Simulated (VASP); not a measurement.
Level of theory: LDA (Ceperley-Alder, Perdew-Zunger), VASP's LDA PAW potentials (set 64) (plane waves; VASP 6.6.1).

Input for VASP

File POSCAR:
```
CsPbCl3
1
    5.3034810506     0.0000000000     0.0000000000
    0.0000000000     5.3034810506     0.0000000000
    0.0000000000     0.0000000000     5.3034810506
Cs Pb Cl
1 1 3
Direct
  0.0000000000   0.0000000000   0.0000000000
  0.5000000000   0.5000000000   0.5000000000
  0.5000000000   0.0000000000   0.5000000000
  0.0000000000   0.5000000000   0.5000000000
  0.5000000000   0.5000000000   0.0000000000
```

### INCAR
```
! general
SYSTEM  = CsPbCl3
PREC    = Accurate
ENCUT   = 500   ! plane-wave cut-off (eV)
LREAL   = F   ! projection in real space or not
LASPH   = T

! electronic loop
EDIFF   = 1E-6
NELM    = 100   ! most electronic steps
ALGO    = Normal
LMAXMIX = 4   ! l cut-off of mixed one-centre charges

! smearing
ISMEAR  = 0   ! Gaussian
SIGMA   = 0.05

! ions
IBRION  = 2   ! conjugate gradients
NSW     = 40   ! most ionic steps
ISIF    = 3
EDIFFG  = -0.02
PSTRESS = 50

! output
LWAVE   = F
LCHARG  = F
```

**KPOINTS**
```
Automatic mesh
0
Gamma
4 4 4
0 0 0
```

POTCAR, in this order: Cs_sv Pb_d Cl (LDA.64 set). Program: vasp_std.

**Question.** What will the output report for the number of irreducible k-points (NKPTS), largest plane-wave count, number of space-group operations, FFT grid (NGX, NGY, NGZ)?

**Answer.** 
```json
{
 "number of irreducible k-points (NKPTS)": "10",
 "largest_plane_wave_count": "3840",
 "number_of_space_group_operations": "48",
 "FFT grid (NGX, NGY, NGZ)": "40 × 40 × 40"
}
```

The compound is CsPbCl3 in the cubic perovskite structure, the ideal cubic form; the compound distorts at low or room temperature. It was relaxed first under an external pressure of 5 GPa.
